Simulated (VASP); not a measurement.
# A VASP study of BaTiO3 (r2SCAN): structure first, properties next, part 4 of 5

What structure does BaTiO3 take at this level, and what are its properties? The start is a cell from a database of measured crystal structures.

VASP 6.6.1; r2SCAN; plane waves and PAW (Ba_sv, Ti_sv, O).

So far, gap on the k-mesh (eV): step 2 (relaxing cell and atoms (r2SCAN)) 2.24; step 3 (density, ELF and potential (r2SCAN)) 2.24; step 5 (total and projected DOS (r2SCAN)) 2.19.

**6. Zone-centre phonons (r2SCAN)**

Zone-centre modes test whether the atoms sit at a minimum within this cell. IBRION = 6 takes the force constants from differences of forces between displaced cells, so the forces must be tight.

The input, INCAR:

```
SYSTEM = BaTiO3
PREC = Accurate
ENCUT = 520
EDIFF = 1E-08
NELM = 100
ISMEAR = 0
SIGMA = 0.05
LREAL = .FALSE.
ALGO = Normal
METAGGA = R2SCAN
LASPH = .TRUE.
NBANDS = 26
LORBIT = 11
LWAVE = .FALSE.
LCHARG = .FALSE.
KPAR = 4
IBRION = 6
NFREE = 2
POTIM = 0.015
ISIF = 2
NSW = 1
```

The input, POSCAR:

```
BaTiO3
1.0
    4.0085032005      0.0000000000      0.0000000000
    0.0000000000      4.0085032005      0.0000000000
    0.0000000000      0.0000000000      4.0085032005
Ba Ti O
1 1 3
Direct
    0.5000000000      0.5000000000      0.5000000000
    0.0000000000      0.0000000000      0.0000000000
    0.5000000000      0.0000000000      0.0000000000
    0.0000000000      0.5000000000      0.0000000000
    0.0000000000      0.0000000000      0.5000000000
```

The input, KPOINTS:

```
Automatic mesh
0
Gamma
11 11 11
0 0 0
```

The projector-augmented-wave data sets are Ba_sv, Ti_sv and O (PBE family, release 64).

Run with:

```bash
mpirun -np 4 vasp_std
```

Output:

```text
[... set-up lines as in an earlier step ...]
 entering main loop
       N       E                     dE             d eps       ncg     rms          rms(c)
DAV:   1     0.407818679145E+03    0.40782E+03   -0.21002E+04  2920   0.167E+03
DAV:   2    -0.507933467021E+02   -0.45861E+03   -0.44335E+03  3422   0.455E+02
DAV:   3    -0.950333072481E+02   -0.44240E+02   -0.43916E+02  3430   0.144E+02
DAV:   4    -0.972644758467E+02   -0.22312E+01   -0.22278E+01  4612   0.294E+01
DAV:   5    -0.973056535760E+02   -0.41178E-01   -0.41152E-01  3708   0.386E+00    0.226E+01
DAV:   6    -0.735503479766E+02    0.23755E+02   -0.44508E+01  4258   0.729E+01    0.649E+00
DAV:   7    -0.741860816371E+02   -0.63573E+00   -0.44252E+00  3480   0.128E+01    0.475E+00
DAV:   8    -0.742149208572E+02   -0.28839E-01   -0.46600E-01  3724   0.523E+00    0.132E+00
DAV:   9    -0.742374733638E+02   -0.22553E-01   -0.69426E-02  4280   0.175E+00    0.677E-01
DAV:  10    -0.742361733813E+02    0.13000E-02   -0.46517E-02  3750   0.151E+00    0.204E-01
DAV:  11    -0.742356591512E+02    0.51423E-03   -0.37705E-03  4072   0.461E-01    0.113E-01
DAV:  12    -0.742358569689E+02   -0.19782E-03   -0.19893E-03  4158   0.405E-01    0.113E-01
DAV:  13    -0.742356556468E+02    0.20132E-03   -0.12404E-03  4044   0.276E-01    0.325E-02
DAV:  14    -0.742356413382E+02    0.14309E-04   -0.54861E-05  3254   0.622E-02    0.162E-02
DAV:  15    -0.742356389651E+02    0.23731E-05   -0.87214E-06  3356   0.186E-02    0.154E-02
DAV:  16    -0.742356368751E+02    0.20900E-05   -0.15361E-05  4114   0.382E-02    0.441E-03
DAV:  17    -0.742356368269E+02    0.48289E-07   -0.74134E-07  3510   0.684E-03    0.307E-03
DAV:  18    -0.742356368519E+02   -0.25071E-07   -0.69401E-08  3770   0.158E-03    0.220E-03
DAV:  19    -0.742356368454E+02    0.65129E-08   -0.89545E-08  3294   0.167E-03
   1 F= -.74235637E+02 E0= -.74235637E+02  d E =-.197441E-14
 Found     4 degrees of freedom:
 Finite differences POTIM= 0.01500 DOF=   4
 bond charge predicted
       N       E                     dE             d eps       ncg     rms          rms(c)
DAV:   1    -0.742319338351E+02    0.37030E-02   -0.36477E-01  6732   0.206E+00    0.121E-01
DAV:   2    -0.742347740573E+02   -0.28402E-02   -0.85388E-03  7424   0.471E-01    0.544E-02
DAV:   3    -0.742348221770E+02   -0.48120E-04   -0.15328E-04  9022   0.699E-02    0.296E-02
DAV:   4    -0.742348291027E+02   -0.69257E-05   -0.17816E-05  7052   0.314E-02    0.504E-03
DAV:   5    -0.742348296469E+02   -0.54417E-06   -0.31344E-06  7812   0.112E-02    0.209E-03
DAV:   6    -0.742348296593E+02   -0.12411E-07   -0.27552E-07  8652   0.421E-03    0.648E-04
DAV:   7    -0.742348296526E+02    0.66657E-08   -0.34913E-08  6724   0.175E-03
   2 F= -.74234830E+02 E0= -.74234830E+02  d E =-.172994E-14
[...]
3 F= -.74234830E+02 E0= -.74234830E+02  d E =-.266772E-14
[...]
4 F= -.74235685E+02 E0= -.74235685E+02  d E =-.210586E-14
[...]
5 F= -.74235685E+02 E0= -.74235685E+02  d E =-.253745E-14
[...]
6 F= -.74235078E+02 E0= -.74235078E+02  d E =-.246740E-14
[...]
7 F= -.74235077E+02 E0= -.74235077E+02  d E =-.318754E-14
[...]
8 F= -.74234956E+02 E0= -.74234956E+02  d E =-.293188E-14
 Finite differences progress:
  Degree of freedom:   4/  4
  Displacement:        1/  2
  Total:               7/  8
 bond charge predicted
       N       E                     dE             d eps       ncg     rms          rms(c)
DAV:   1    -0.742373032888E+02   -0.23477E-02   -0.32464E+00 11364   0.101E+01    0.185E-01
DAV:   2    -0.742353325427E+02    0.19707E-02   -0.44209E-02 12062   0.129E+00    0.111E-01
DAV:   3    -0.742349654304E+02    0.36711E-03   -0.13921E-03 14740   0.231E-01    0.488E-02
DAV:   4    -0.742349444735E+02    0.20957E-04   -0.50828E-04 12134   0.152E-01    0.234E-02
DAV:   5    -0.742349535342E+02   -0.90607E-05   -0.67166E-05 12288   0.588E-02    0.169E-02
DAV:   6    -0.742349557628E+02   -0.22285E-05   -0.55890E-06 14630   0.183E-02    0.658E-03
DAV:   7    -0.742349555765E+02    0.18632E-06   -0.20182E-06 13404   0.108E-02    0.997E-04
DAV:   8    -0.742349556730E+02   -0.96568E-07   -0.43088E-07 12174   0.411E-03    0.944E-04
DAV:   9    -0.742349556870E+02   -0.13985E-07   -0.14970E-08  9066   0.961E-04    0.429E-04
DAV:  10    -0.742349556862E+02    0.79353E-09   -0.44498E-09  6854   0.561E-04
   9 F= -.74234956E+02 E0= -.74234956E+02  d E =-.352792E-14
 Finite differences progress:
  Degree of freedom:   4/  4
  Displacement:        2/  2
  Total:               8/  8
```

Wall time 9.3 min (4 MPI ranks of Intel Xeon 6975P-C (Granite Rapids), shared host); peak memory 2.5 GiB.

Parts of OUTCAR (step 6):

```text
   k-points           NKPTS =     56   k-points in BZ     NKDIM =     56   number of bands    NBANDS=     26

   NELECT =      40.0000    total number of electrons

 E-fermi :   3.7201

 k-point     1 :       0.0000    0.0000    0.0000
  band No.  band energies     occupation
    ...
     16       2.3799      2.00000
     17       2.3799      2.00000
     18       3.3359      2.00000
     19       3.3363      2.00000
     20       3.3364      2.00000
     21       5.6212      0.00000
     22       5.6215      0.00000
     23       5.6230      0.00000
     24       7.6335      0.00000
     25       7.6339      0.00000
    ...

  Total        0.0011762      0.0022314      0.0027606      0.0000000      0.0000000      0.0000000
  in kB        0.0292581      0.0555061      0.0686690      0.0000000      0.0000000      0.0000000
  external PRESSURE =       0.0511444 kB  Pullay stress =       0.0000000 kB

 POSITION                                       TOTAL-FORCE (eV/Angst)
 -----------------------------------------------------------------------------------
      2.00425      2.00425      2.00425         0.000000     -0.015101      0.000000
      0.00000      0.00000      0.00000         0.000000     -0.014146      0.000000
      2.00425     -0.01500      0.00000         0.000000      0.091492      0.000000
      0.00000      2.00425      0.00000         0.000000     -0.070938      0.000000
      0.00000      0.00000      2.00425         0.000000      0.008694      0.000000
 -----------------------------------------------------------------------------------
    total drift:                                0.000001      0.001841     -0.000001

  FREE ENERGIE OF THE ION-ELECTRON SYSTEM (eV)
  ---------------------------------------------------
  free  energy   TOTEN  =       -74.2349556862 eV

  energy  without entropy=      -74.2349556862  energy(sigma->0) =      -74.23495569

 Eigenvectors and eigenvalues of the dynamical matrix
 ----------------------------------------------------

   1 f  =   14.176381 THz    89.072830 2PiTHz  472.873177 cm-1    58.628775 meV
             X         Y         Z           dx          dy          dz
      2.004252  2.004252  2.004252     0.000008    0.008237   -0.000347
      0.000000  0.000000  0.000000    -0.000208   -0.205588    0.008668
      2.004252  0.000000  0.000000    -0.000679    0.503606   -0.021234
      0.000000  2.004252  0.000000     0.000510   -0.669814   -0.021234
      0.000000  0.000000  2.004252     0.000510    0.503606    0.028242

   2 f  =   14.176381 THz    89.072830 2PiTHz  472.873177 cm-1    58.628775 meV
             X         Y         Z           dx          dy          dz
      2.004252  2.004252  2.004252    -0.000033    0.000347    0.008237
      0.000000  0.000000  0.000000     0.000821   -0.008669   -0.205586
      2.004252  0.000000  0.000000     0.002676    0.021236    0.503603
      0.000000  2.004252  0.000000    -0.002012   -0.028244    0.503603
      0.000000  0.000000  2.004252    -0.002012    0.021236   -0.669809

   3 f  =   14.176381 THz    89.072830 2PiTHz  472.873177 cm-1    58.628775 meV
             X         Y         Z           dx          dy          dz
      2.004252  2.004252  2.004252    -0.008245    0.000007   -0.000033
      0.000000  0.000000  0.000000     0.205769   -0.000174    0.000829
      2.004252  0.000000  0.000000     0.670404    0.000425   -0.002032
      0.000000  2.004252  0.000000    -0.504050   -0.000565   -0.002032
      0.000000  0.000000  2.004252    -0.504050    0.000425    0.002703

   4 f  =    9.183974 THz    57.704608 2PiTHz  306.344387 cm-1    37.981846 meV
             X         Y         Z           dx          dy          dz
      2.004252  2.004252  2.004252     0.000000   -0.000000    0.000000
      0.000000  0.000000  0.000000    -0.000000   -0.000000   -0.000000
      2.004252  0.000000  0.000000     0.000000   -0.319803   -0.519963
      0.000000  2.004252  0.000000    -0.356882   -0.000000    0.519963
[...]
X         Y         Z           dx          dy          dz
      2.004252  2.004252  2.004252    -0.303013   -0.571986   -0.000793
      0.000000  0.000000  0.000000     0.251879    0.475462    0.000659
      2.004252  0.000000  0.000000     0.141583    0.279460    0.000387
      0.000000  2.004252  0.000000     0.148046    0.267261    0.000387
      0.000000  0.000000  2.004252     0.148046    0.279460    0.000370

   9 f  =    5.513346 THz    34.641378 2PiTHz  183.905443 cm-1    22.801359 meV
             X         Y         Z           dx          dy          dz
      2.004252  2.004252  2.004252     0.008204   -0.005243    0.647218
      0.000000  0.000000  0.000000    -0.006820    0.004358   -0.537999
      2.004252  0.000000  0.000000    -0.003834    0.002562   -0.316217
      0.000000  2.004252  0.000000    -0.004009    0.002450   -0.316217
      0.000000  0.000000  2.004252    -0.004009    0.002562   -0.302413

  10 f/i=    0.044657 THz     0.280588 2PiTHz    1.489594 cm-1     0.184686 meV
             X         Y         Z           dx          dy          dz
      2.004252  2.004252  2.004252    -0.560017   -0.512178   -0.070597
      0.000000  0.000000  0.000000    -0.334702   -0.306110   -0.042193
      2.004252  0.000000  0.000000    -0.196509   -0.177811   -0.024509
      0.000000  2.004252  0.000000    -0.194419   -0.179722   -0.024509
      0.000000  0.000000  2.004252    -0.194419   -0.177811   -0.024772

  11 f/i=    0.044657 THz     0.280588 2PiTHz    1.489594 cm-1     0.184686 meV
             X         Y         Z           dx          dy          dz
      2.004252  2.004252  2.004252     0.024729    0.077420   -0.757842
      0.000000  0.000000  0.000000     0.014780    0.046271   -0.452934
      2.004252  0.000000  0.000000     0.008677    0.026878   -0.263097
      0.000000  2.004252  0.000000     0.008585    0.027167   -0.263097
      0.000000  0.000000  2.004252     0.008585    0.026878   -0.265925

  12 f/i=    0.044657 THz     0.280588 2PiTHz    1.489594 cm-1     0.184686 meV
             X         Y         Z           dx          dy          dz
      2.004252  2.004252  2.004252     0.516428   -0.559115   -0.040267
      0.000000  0.000000  0.000000     0.308650   -0.334162   -0.024066
      2.004252  0.000000  0.000000     0.181214   -0.194106   -0.013979
      0.000000  2.004252  0.000000     0.179287   -0.196192   -0.013979
      0.000000  0.000000  2.004252     0.179287   -0.194106   -0.014130

  13 f/i=    6.374594 THz    40.052758 2PiTHz  212.633581 cm-1    26.363192 meV
             X         Y         Z           dx          dy          dz
      2.004252  2.004252  2.004252    -0.000033   -0.000417    0.004071
      0.000000  0.000000  0.000000    -0.005433   -0.069192    0.675148
      2.004252  0.000000  0.000000     0.004984    0.028086   -0.274050
      0.000000  2.004252  0.000000     0.002205    0.063465   -0.274050
      0.000000  0.000000  2.004252     0.002205    0.028086   -0.619269

  14 f/i=    6.374594 THz    40.052758 2PiTHz  212.633581 cm-1    26.363192 meV
             X         Y         Z           dx          dy          dz
      2.004252  2.004252  2.004252    -0.000385   -0.004053   -0.000418
      0.000000  0.000000  0.000000    -0.063819   -0.672126   -0.069396
      2.004252  0.000000  0.000000     0.058537    0.272823    0.028168
      0.000000  2.004252  0.000000     0.025905    0.616497    0.028168
      0.000000  0.000000  2.004252     0.025905    0.272823    0.063652

  15 f/i=    6.374594 THz    40.052758 2PiTHz  212.633581 cm-1    26.363192 meV
             X         Y         Z           dx          dy          dz
      2.004252  2.004252  2.004252     0.004075   -0.000386   -0.000007
      0.000000  0.000000  0.000000     0.675677   -0.064040   -0.001126
      2.004252  0.000000  0.000000    -0.619754    0.025994    0.000457
      0.000000  2.004252  0.000000    -0.274265    0.058740    0.000457
      0.000000  0.000000  2.004252    -0.274265    0.025994    0.001032

 ELASTIC MODULI CONTR FROM IONIC RELAXATION (kBar)
 Direction    XX          YY          ZZ          XY          YZ          ZX
 --------------------------------------------------------------------------------
 XX           0.0000      0.0000      0.0000      0.0000      0.0000      0.0000
 YY           0.0000      0.0000      0.0000      0.0000      0.0000      0.0000
 ZZ           0.0000      0.0000      0.0000      0.0000      0.0000      0.0000
 XY           0.0000      0.0000      0.0000      0.0000      0.0000      0.0000
 YZ           0.0000      0.0000      0.0000      0.0000      0.0000      0.0000
 ZX           0.0000      0.0000      0.0000      0.0000      0.0000      0.0000
 --------------------------------------------------------------------------------

[... 6 parts as in an earlier step ...]

[... 10 further parts left out ...]
```

CONTCAR:

```
BaTiO3
   1.00000000000000
     4.0085032004999999    0.0000000000000000    0.0000000000000000
     0.0000000000000000    4.0085032004999999    0.0000000000000000
     0.0000000000000000    0.0000000000000000    4.0085032004999999
  Ba              Ti              O
     1     1     3
Direct
     0.5000000000000000    0.5000000000000000    0.5000000000000000
     0.0000000000000000    0.0000000000000000    0.0000000000000000
     0.5000000000000000   -0.0037420451599313    0.0000000000000000
     0.0000000000000000    0.5000000000000000    0.0000000000000000
     0.0000000000000000    0.0000000000000000    0.5000000000000000
```

The last energy, forces, stress and levels in OUTCAR belong to the last displaced cell, not to the cell of POSCAR.

This step gave:

- bands: 26
- irreducible k-points: 56
- pressure of the cell: -1.77e-4 GPa
- largest force of the cell: 0 eV/Å

Transverse limit, no LO-TO splitting. Modes at Γ, with each element's share of the kinetic energy (negative means imaginary):

| mode | frequency (cm⁻¹) | symmetry | Ba % | Ti % | O % |
| --- | --- | --- | --- | --- | --- |
| 1 | -212.6 | T1u | 0 | 46 | 54 |
| 2 | -212.6 | T1u | 0 | 46 | 54 |
| 3 | -212.6 | T1u | 0 | 46 | 54 |
| 4 | -1.5 | acoustic | 58 | 21 | 21 |
| 5 | -1.5 | acoustic | 58 | 21 | 21 |
| 6 | -1.5 | acoustic | 58 | 21 | 21 |
| 7 | 183.9 | T1u | 42 | 29 | 29 |
| 8 | 183.9 | T1u | 42 | 29 | 29 |
| 9 | 183.9 | T1u | 42 | 29 | 29 |
| 10 | 306.3 | T2u | 0 | 0 | 100 |
| 11 | 306.3 | T2u | 0 | 0 | 100 |
| 12 | 306.3 | T2u | 0 | 0 | 100 |
| 13 | 472.9 | T1u | 0 | 4 | 96 |
| 14 | 472.9 | T1u | 0 | 4 | 96 |
| 15 | 472.9 | T1u | 0 | 4 | 96 |

Displacements in mode 2 (-212.6 cm⁻¹), the largest set to 1:
```
Ba1  0.00  0.00  0.00
Ti2 -0.06 -0.63 -0.07
O3   0.09  0.44  0.05
O4   0.04  1.00  0.05
O5   0.04  0.44  0.10
```

Displacements in mode 15 (472.9 cm⁻¹), the largest set to 1:
```
Ba1  0.00  0.00  0.00
Ti2  0.00 -0.18  0.01
O3   0.00  0.75 -0.03
O4   0.00 -1.00 -0.03
O5   0.00  0.75  0.04
```

The three acoustic modes lie within 1.5 cm⁻¹ of zero, but 3 optical modes are imaginary, so the cell is a saddle point and not a minimum. By the characters of their eigenvectors the optical modes sort into (cm⁻¹) infrared active: T1u 213i, T1u 184, T1u 473; silent: T2u 306.

(Continued in part 5 of 5.)

[Lines on the potential files, build, host, timing and source positions are cut from VASP's logs without a mark.]

[Logs are printed without paths, hosts, clocks, repeated set-up lines and the standing remarks that a program may print on its own settings, such as how far it seeks lower states.]

[Hosts, paths, dates, database ids (printed as entryN), source tags and the programs' standing remarks are cut or masked in the printed files.]

[A measured line is paired with the nearest computed mode of its activity, which favours agreement.]

[In band tables of VASP the shares of atoms and orbitals are scaled to a sum of 1 inside the atoms' spheres.]
